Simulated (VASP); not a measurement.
# Si2W: structure and properties in VASP, part 4 of 5

What structure does Si2W take at this level, and what are its properties? The start is a cell from a database of measured crystal structures.

VASP 6.6.1, plane waves and PAW; the level of theory is named at each step.

So far. Step 7 (Band structure (PBE + D3(BJ) + SOC)): There is no gap at this level. Step 7 (Band structure (PBE + D3(BJ) + SOC)): Of the bands kept, 4 cross the Fermi level on this path (spinor bands, one electron each).

## (8) Volume scan with PBE + D3(BJ)

This step: PBE with D3(BJ); plane waves and PAW (Si, W) (VASP 6.6.1).

An equation of state needs energies on both sides of the minimum, all on one mesh and cutoff.

The input, INCAR:

```
SYSTEM = Si2W
PREC = Accurate
ENCUT = 400
EDIFF = 1E-06
NELM = 100
ISMEAR = 0
SIGMA = 0.05
LREAL = .FALSE.
ALGO = Normal
GGA = PE
IVDW = 12
NBANDS = 13
LASPH = .TRUE.
LORBIT = 11
LWAVE = .FALSE.
LCHARG = .FALSE.
KPAR = 2
ISIF = 2
```

The input, POSCAR:

```
Si2W
1.0
   -1.5631270248      1.5631270248      3.8152188082
    1.5631270248     -1.5631270248      3.8152188082
    1.5631270248      1.5631270248     -3.8152188082
Si W
2 1
Direct
    0.3343069257      0.3343069257      0.0000000000
    0.6656930743      0.6656930743      0.0000000000
    0.0000000000      0.0000000000      0.0000000000
```

The input, KPOINTS:

```
Automatic mesh
0
Gamma
10 10 10
0 0 0
```

The projector-augmented-wave data sets are Si and W (PBE family, release 64).

Run with:

```sh
$ mpirun -np 2 vasp_std
```

The log of the run:

```text
[... set-up lines as in an earlier step ...]
 entering main loop
       N       E                     dE             d eps       ncg     rms          rms(c)
DAV:   1     0.215018874920E+02    0.21502E+02   -0.52323E+03  2732   0.757E+02
DAV:   2    -0.235930713974E+02   -0.45095E+02   -0.41366E+02  3353   0.170E+02
DAV:   3    -0.254223054679E+02   -0.18292E+01   -0.17891E+01  3546   0.286E+01
DAV:   4    -0.254441039516E+02   -0.21798E-01   -0.21772E-01  3198   0.362E+00
DAV:   5    -0.254444368220E+02   -0.33287E-03   -0.33281E-03  3705   0.364E-01    0.300E+01
DAV:   6    -0.247583720753E+02    0.68606E+00   -0.17326E+00  3878   0.849E+00    0.133E+01
DAV:   7    -0.246398325168E+02    0.11854E+00   -0.15483E-01  3037   0.269E+00    0.560E+00
DAV:   8    -0.246218475398E+02    0.17985E-01   -0.25264E-02  3452   0.115E+00    0.525E-01
DAV:   9    -0.246215586427E+02    0.28890E-03   -0.14015E-03  3260   0.264E-01    0.284E-01
DAV:  10    -0.246215633788E+02   -0.47361E-05   -0.24436E-04  3370   0.976E-02    0.766E-02
DAV:  11    -0.246215505303E+02    0.12849E-04   -0.31564E-05  3263   0.405E-02    0.199E-02
DAV:  12    -0.246215505276E+02    0.26687E-08   -0.89075E-07  2104   0.773E-03
   1 F= -.26488568E+02 E0= -.26488205E+02  d E =-.725434E-03
```

Run time: 23 s. Hardware: 2 MPI ranks of Intel Xeon Platinum 8488C (Sapphire Rapids), shared host; peak memory 0.38 GiB; 38 s of CPU time.

OUTCAR, selected parts (step 8):

```text
   ENCUT  =  400.0 eV  29.40 Ry    5.42 a.u.   7.19  7.19  7.19*2*pi/ulx,y,z

   NELECT =      14.0000    total number of electrons

 E-fermi :  11.6348

 k-point     1 :       0.0000    0.0000    0.0000
  band No.  band energies     occupation
    ...
      2       4.2389      2.00000
      3       7.9010      2.00000
      4       7.9607      2.00000
      5       8.5551      2.00000
      6       8.5551      2.00000
      7      12.3261      0.00000
      8      14.2930      0.00000
      9      14.9398      0.00000
     10      15.0206      0.00000
     11      15.0206      0.00000
    ...

 Edisp (eV)   -1.86702

  Total       3.84256     3.84256     4.43466     0.00000    -0.00000     0.00000
  in kB     165.10616   165.10616   190.54740     0.00000    -0.00000     0.00000
  external pressure =      173.59 kB  Pullay stress =        0.00 kB

 POSITION                                       TOTAL-FORCE (eV/Angst)
 -----------------------------------------------------------------------------------
      0.00000      0.00000      2.55091         0.000000      0.000000     -0.192040
      0.00000      0.00000      5.07953         0.000000      0.000000      0.192040
      0.00000      0.00000      0.00000        -0.000000     -0.000000      0.000000
 -----------------------------------------------------------------------------------
    total drift:                                0.000000      0.000000      0.000000

  FREE ENERGIE OF THE ION-ELECTRON SYSTEM (eV)
  ---------------------------------------------------
  free  energy   TOTEN  =       -26.4885675954 eV

  energy  without entropy=      -26.4878421615  energy(sigma->0) =      -26.48820488

[... 3 parts as in an earlier step ...]

[... 13 further parts left out ...]
```

The scan keeps the cell's shape and the fractional positions fixed.

Numbers from this step:

| Property | Result |
| --- | --- |
| SCF cycles | 12 |
| bands | 13 |
| irreducible k-points | 102 |
| free energy (TOTEN) | -26.49 eV |
| energy at zero smearing | -26.49 eV |
| Fermi energy | 11.63 eV |
| pressure | 17.36 GPa |

Force by atom:

```csv
atom,x (eV/Å),y (eV/Å),z (eV/Å),size
Si1,0.000,0.000,-0.192,0.192
Si2,0.000,0.000,0.192,0.192
W3,0.000,0.000,0.000,0.000
```

The pressure here is 17.36 GPa.

## (9) Volume scan with PBE + D3(BJ) (run 2)

INCAR is that of step 8.

The input, POSCAR:

```
Si2W
1.0
   -1.5741353243      1.5741353243      3.8420874315
    1.5741353243     -1.5741353243      3.8420874315
    1.5741353243      1.5741353243     -3.8420874315
Si W
2 1
Direct
    0.3343069257      0.3343069257      0.0000000000
    0.6656930743      0.6656930743      0.0000000000
    0.0000000000      0.0000000000      0.0000000000
```

KPOINTS is that of step 8.

Run with:

```sh
$ mpirun -np 2 vasp_std
```

The log of the run:

```text
[... set-up lines as in an earlier step ...]
 entering main loop
       N       E                     dE             d eps       ncg     rms          rms(c)
DAV:   1     0.197843832020E+02    0.19784E+02   -0.52046E+03  2764   0.756E+02
DAV:   2    -0.237991480695E+02   -0.43584E+02   -0.40216E+02  3360   0.167E+02
DAV:   3    -0.255520640562E+02   -0.17529E+01   -0.17197E+01  3610   0.278E+01
DAV:   4    -0.255713736907E+02   -0.19310E-01   -0.19297E-01  3158   0.335E+00
DAV:   5    -0.255716564968E+02   -0.28281E-03   -0.28276E-03  3693   0.337E-01    0.288E+01
DAV:   6    -0.248663025900E+02    0.70535E+00   -0.18793E+00  3853   0.875E+00    0.126E+01
DAV:   7    -0.247517400911E+02    0.11456E+00   -0.16930E-01  3052   0.279E+00    0.562E+00
DAV:   8    -0.247321881775E+02    0.19552E-01   -0.28731E-02  3416   0.123E+00    0.529E-01
DAV:   9    -0.247318983476E+02    0.28983E-03   -0.15535E-03  3192   0.276E-01    0.284E-01
DAV:  10    -0.247318989071E+02   -0.55945E-06   -0.27355E-04  3383   0.103E-01    0.728E-02
DAV:  11    -0.247318849707E+02    0.13936E-04   -0.36257E-05  3236   0.434E-02    0.215E-02
DAV:  12    -0.247318850397E+02   -0.68973E-07   -0.10441E-06  2160   0.832E-03
   1 F= -.26558665E+02 E0= -.26558294E+02  d E =-.742409E-03
```

Wall time 22 s (2 MPI ranks); peak memory 0.38 GiB.

From OUTCAR (step 9):

```text
   ENCUT  =  400.0 eV  29.40 Ry    5.42 a.u.   7.24  7.24  7.24*2*pi/ulx,y,z

   NELECT =      14.0000    total number of electrons

 E-fermi :  11.3451

 k-point     1 :       0.0000    0.0000    0.0000
  band No.  band energies     occupation
    ...
      2       4.0955      2.00000
      3       7.6433      2.00000
      4       7.7240      2.00000
      5       8.3272      2.00000
      6       8.3272      2.00000
      7      12.0170      0.00000
      8      14.0856      0.00000
      9      14.5004      0.00000
     10      14.6644      0.00000
     11      14.6644      0.00000
    ...

 Edisp (eV)   -1.82678

  Total       2.47120     2.47120     2.85427     0.00000     0.00000     0.00000
  in kB     103.96966   103.96966   120.08657     0.00000     0.00000     0.00000
  external pressure =      109.34 kB  Pullay stress =        0.00 kB

 POSITION                                       TOTAL-FORCE (eV/Angst)
 -----------------------------------------------------------------------------------
      0.00000      0.00000      2.56887        -0.000000     -0.000000     -0.124435
      0.00000      0.00000      5.11530         0.000000      0.000000      0.124435
      0.00000      0.00000      0.00000        -0.000000     -0.000000     -0.000000
 -----------------------------------------------------------------------------------
    total drift:                                0.000000      0.000000      0.000000

  FREE ENERGIE OF THE ION-ELECTRON SYSTEM (eV)
  ---------------------------------------------------
  free  energy   TOTEN  =       -26.5586654699 eV

  energy  without entropy=      -26.5579230611  energy(sigma->0) =      -26.55829427

[... 3 parts as in an earlier step ...]

[... 13 further parts left out ...]
```

Numbers from this step:

```yaml
free_energy_toten: -26.56 eV
energy_at_zero_smearing: -26.56 eV
fermi_energy: 11.35 eV
pressure: 10.93 GPa
```

Force by atom:

```
atom  x (eV/Å)  y (eV/Å)  z (eV/Å)   size
 Si1     0.000     0.000    -0.124  0.124
 Si2     0.000     0.000     0.124  0.124
  W3     0.000     0.000     0.000  0.000
```

The pressure falls from 17.36 to 10.93 GPa.

The run ends at a pressure of 10.93 GPa, with forces up to 0.12 eV/Å.

## (10) Volume scan with PBE + D3(BJ) (run 3)

INCAR is that of step 9.

The input, POSCAR:

```
Si2W
1.0
   -1.5849917731      1.5849917731      3.8685854236
    1.5849917731     -1.5849917731      3.8685854236
    1.5849917731      1.5849917731     -3.8685854236
Si W
2 1
Direct
    0.3343069257      0.3343069257      0.0000000000
    0.6656930743      0.6656930743      0.0000000000
    0.0000000000      0.0000000000      0.0000000000
```

KPOINTS is that of step 9.

Run with:

```sh
$ mpirun -np 2 vasp_std
```

The log of the run:

```text
[... set-up lines as in an earlier step ...]
 entering main loop
       N       E                     dE             d eps       ncg     rms          rms(c)
DAV:   1     0.188517748340E+02    0.18852E+02   -0.51289E+03  2732   0.751E+02
DAV:   2    -0.238621099187E+02   -0.42714E+02   -0.39159E+02  3243   0.165E+02
DAV:   3    -0.256470976121E+02   -0.17850E+01   -0.17369E+01  3602   0.283E+01
DAV:   4    -0.256684682319E+02   -0.21371E-01   -0.21336E-01  3127   0.348E+00
[...]
DAV:  10    -0.248103917175E+02    0.27848E-05   -0.30307E-04  3382   0.109E-01    0.670E-02
DAV:  11    -0.248103771176E+02    0.14600E-04   -0.41149E-05  3270   0.463E-02    0.224E-02
DAV:  12    -0.248103772862E+02   -0.16859E-06   -0.12255E-06  2235   0.891E-03
   1 F= -.26598594E+02 E0= -.26598216E+02  d E =-.755288E-03
```

Wall time 22 s (2 MPI ranks); peak memory 0.37 GiB; 37 s of CPU time.

Parts of OUTCAR (step 10):

```text
 Edisp (eV)   -1.78822

  Total       1.19171     1.19171     1.37972     0.00000     0.00000     0.00000
  in kB      49.11527    49.11527    56.86388     0.00000     0.00000     0.00000
  external pressure =       51.70 kB  Pullay stress =        0.00 kB

 POSITION                                       TOTAL-FORCE (eV/Angst)
 -----------------------------------------------------------------------------------
      0.00000      0.00000      2.58659         0.000000      0.000000     -0.060327
      0.00000      0.00000      5.15058        -0.000000     -0.000000      0.060327
      0.00000      0.00000      0.00000         0.000000      0.000000      0.000000
 -----------------------------------------------------------------------------------
    total drift:                                0.000000      0.000000      0.000000

  FREE ENERGIE OF THE ION-ELECTRON SYSTEM (eV)
  ---------------------------------------------------
  free  energy   TOTEN  =       -26.5985937680 eV

  energy  without entropy=      -26.5978384803  energy(sigma->0) =      -26.59821612

[... 1 part as in an earlier step ...]

[... 2 further parts left out ...]
[key lines of the parts left out:]
E-fermi :  11.0657
```

The pressure falls from 10.93 to 5.17 GPa.

The run ends at a pressure of 5.17 GPa, with forces up to 0.060 eV/Å.

## (11) Volume scan with PBE + D3(BJ) (run 4)

INCAR is that of step 10.

The input, POSCAR:

```
Si2W
1.0
   -1.5957015018      1.5957015018      3.8947253072
    1.5957015018     -1.5957015018      3.8947253072
    1.5957015018      1.5957015018     -3.8947253072
Si W
2 1
Direct
    0.3343069257      0.3343069257      0.0000000000
    0.6656930743      0.6656930743      0.0000000000
    0.0000000000      0.0000000000      0.0000000000
```

KPOINTS is that of step 10.

Run with:

```sh
$ mpirun -np 2 vasp_std
```

The log of the run:

```text
[... set-up lines as in an earlier step ...]
 entering main loop
       N       E                     dE             d eps       ncg     rms          rms(c)
DAV:   1     0.195043811602E+02    0.19504E+02   -0.51497E+03  2740   0.752E+02
DAV:   2    -0.238856368478E+02   -0.43390E+02   -0.39678E+02  3364   0.165E+02
DAV:   3    -0.257171747776E+02   -0.18315E+01   -0.17911E+01  3578   0.284E+01
DAV:   4    -0.257387797097E+02   -0.21605E-01   -0.21557E-01  3163   0.366E+00
[...]
DAV:  10    -0.248602679753E+02    0.57474E-05   -0.33679E-04  3317   0.115E-01    0.612E-02
DAV:  11    -0.248602522814E+02    0.15694E-04   -0.47328E-05  3392   0.497E-02    0.231E-02
DAV:  12    -0.248602525157E+02   -0.23427E-06   -0.15011E-06  2317   0.969E-03
   1 F= -.26611475E+02 E0= -.26611096E+02  d E =-.758019E-03
```

The job ended after 19 s (2 MPI ranks; peak memory 0.38 GiB).

OUTCAR, selected parts (step 11):

```text
 Edisp (eV)   -1.75122

  Total      -0.00210    -0.00210     0.00450     0.00000    -0.00000     0.00000
  in kB      -0.08466    -0.08466     0.18178     0.00000    -0.00000     0.00000
  external pressure =        0.00 kB  Pullay stress =        0.00 kB

 POSITION                                       TOTAL-FORCE (eV/Angst)
 -----------------------------------------------------------------------------------
      0.00000      0.00000      2.60407         0.000000     -0.000000      0.000076
      0.00000      0.00000      5.18538        -0.000000      0.000000     -0.000076
      0.00000      0.00000      0.00000        -0.000000     -0.000000      0.000000
 -----------------------------------------------------------------------------------
    total drift:                                0.000000      0.000000      0.000000

  FREE ENERGIE OF THE ION-ELECTRON SYSTEM (eV)
  ---------------------------------------------------
  free  energy   TOTEN  =       -26.6114746296 eV

  energy  without entropy=      -26.6107166107  energy(sigma->0) =      -26.61109562

[... 2 parts as in an earlier step ...]

[... 1 further part left out ...]
[key lines of the parts left out:]
E-fermi :  10.7961
```

The pressure falls from 5.17 to 0.00 GPa.

The run ends at a pressure of 0.00 GPa.

## (12) Volume scan with PBE + D3(BJ) (run 5)

INCAR is that of step 11.

The input, POSCAR:

```
Si2W
1.0
   -1.6062693694      1.6062693694      3.9205189417
    1.6062693694     -1.6062693694      3.9205189417
    1.6062693694      1.6062693694     -3.9205189417
Si W
2 1
Direct
    0.3343069257      0.3343069257      0.0000000000
    0.6656930743      0.6656930743      0.0000000000
    0.0000000000      0.0000000000      0.0000000000
```

KPOINTS is that of step 11.

Run with:

```sh
$ mpirun -np 2 vasp_std
```

The log of the run:

```text
[... set-up lines as in an earlier step ...]
 entering main loop
       N       E                     dE             d eps       ncg     rms          rms(c)
DAV:   1     0.171962845598E+02    0.17196E+02   -0.51294E+03  2820   0.749E+02
DAV:   2    -0.240579733926E+02   -0.41254E+02   -0.37726E+02  3348   0.160E+02
DAV:   3    -0.257642527650E+02   -0.17063E+01   -0.16717E+01  3599   0.274E+01
DAV:   4    -0.257849415674E+02   -0.20689E-01   -0.20631E-01  3233   0.346E+00
[...]
DAV:  10    -0.248843781767E+02    0.69470E-05   -0.36503E-04  3302   0.120E-01    0.555E-02
DAV:  11    -0.248843616003E+02    0.16576E-04   -0.53615E-05  3455   0.528E-02    0.232E-02
DAV:  12    -0.248843619338E+02   -0.33349E-06   -0.18318E-06  2544   0.105E-02
   1 F= -.26600077E+02 E0= -.26599702E+02  d E =-.749017E-03
```

Wall time 20 s (2 MPI ranks); peak memory 0.38 GiB; 34 s of CPU time.

OUTCAR, selected parts (step 12):

```text
 Edisp (eV)   -1.71571

  Total      -1.11719    -1.11719    -1.27851     0.00000     0.00000     0.00000
  in kB     -44.23800   -44.23800   -50.62595     0.00000     0.00000     0.00000
  external pressure =      -46.37 kB  Pullay stress =        0.00 kB

 POSITION                                       TOTAL-FORCE (eV/Angst)
 -----------------------------------------------------------------------------------
      0.00000      0.00000      2.62131         0.000000      0.000000      0.056767
      0.00000      0.00000      5.21972        -0.000000     -0.000000     -0.056767
      0.00000      0.00000      0.00000        -0.000000     -0.000000     -0.000000
 -----------------------------------------------------------------------------------
    total drift:                                0.000000      0.000000      0.000000

  FREE ENERGIE OF THE ION-ELECTRON SYSTEM (eV)
  ---------------------------------------------------
  free  energy   TOTEN  =       -26.6000767120 eV

  energy  without entropy=      -26.5993276954  energy(sigma->0) =      -26.59970220

[... 1 part as in an earlier step ...]

[... 2 further parts left out ...]
[key lines of the parts left out:]
E-fermi :  10.5355
```

The pressure falls from 0.00 to -4.64 GPa.

The run ends at a pressure of -4.64 GPa, with forces up to 0.057 eV/Å.

## (13) Volume scan with PBE + D3(BJ) (run 6)

INCAR is that of step 12.

The input, POSCAR:

```
Si2W
1.0
   -1.6166999822      1.6166999822      3.9459775703
    1.6166999822     -1.6166999822      3.9459775703
    1.6166999822      1.6166999822     -3.9459775703
Si W
2 1
Direct
    0.3343069257      0.3343069257      0.0000000000
    0.6656930743      0.6656930743      0.0000000000
    0.0000000000      0.0000000000      0.0000000000
```

KPOINTS is that of step 12.

Run with:

```sh
$ mpirun -np 2 vasp_std
```

The log of the run:

```text
[... set-up lines as in an earlier step ...]
 entering main loop
       N       E                     dE             d eps       ncg     rms          rms(c)
DAV:   1     0.182921236252E+02    0.18292E+02   -0.50962E+03  2764   0.747E+02
DAV:   2    -0.239095513719E+02   -0.42202E+02   -0.38382E+02  3276   0.162E+02
DAV:   3    -0.257871085378E+02   -0.18776E+01   -0.18433E+01  3696   0.288E+01
DAV:   4    -0.258092725387E+02   -0.22164E-01   -0.22133E-01  3089   0.361E+00
[...]
DAV:  10    -0.248853473294E+02    0.77924E-05   -0.39927E-04  3325   0.125E-01    0.508E-02
DAV:  11    -0.248853294587E+02    0.17871E-04   -0.61462E-05  3456   0.562E-02    0.236E-02
DAV:  12    -0.248853298809E+02   -0.42223E-06   -0.22577E-06  2821   0.114E-02
   1 F= -.26566934E+02 E0= -.26566569E+02  d E =-.730178E-03
```

Run time: 34 s. Hardware: 2 MPI ranks; peak memory 0.37 GiB; 59 s of CPU time.

From OUTCAR (step 13):

```text
 Edisp (eV)   -1.68160

  Total      -2.15885    -2.15885    -2.47522     0.00000     0.00000     0.00000
  in kB     -83.84167   -83.84167   -96.12833     0.00000     0.00000     0.00000
  external pressure =      -87.94 kB  Pullay stress =        0.00 kB

 POSITION                                       TOTAL-FORCE (eV/Angst)
 -----------------------------------------------------------------------------------
      0.00000      0.00000      2.63834        -0.000000     -0.000000      0.109758
      0.00000      0.00000      5.25362         0.000000      0.000000     -0.109758
      0.00000      0.00000      0.00000         0.000000      0.000000      0.000000
 -----------------------------------------------------------------------------------
    total drift:                                0.000000      0.000000      0.000000

  FREE ENERGIE OF THE ION-ELECTRON SYSTEM (eV)
  ---------------------------------------------------
  free  energy   TOTEN  =       -26.5669339129 eV

  energy  without entropy=      -26.5662037350  energy(sigma->0) =      -26.56656882

[... 1 part as in an earlier step ...]

[... 2 further parts left out ...]
[key lines of the parts left out:]
E-fermi :  10.2832
```

The pressure falls from -4.64 to -8.79 GPa.

The run ends at a pressure of -8.79 GPa, with forces up to 0.11 eV/Å.

[end of part 4 of 5]

[Lines on the potential files, build, host, timing and source positions are cut from VASP's logs without a mark.]

[Logs are printed without paths, hosts, clocks, repeated set-up lines and the standing remarks that a program may print on its own settings, such as how far it seeks lower states.]

[Hosts, paths, dates, database ids (printed as entryN), source tags and the programs' standing remarks are cut or masked in the printed files.]

[A measured line is paired with the nearest computed mode of its activity, which favours agreement.]
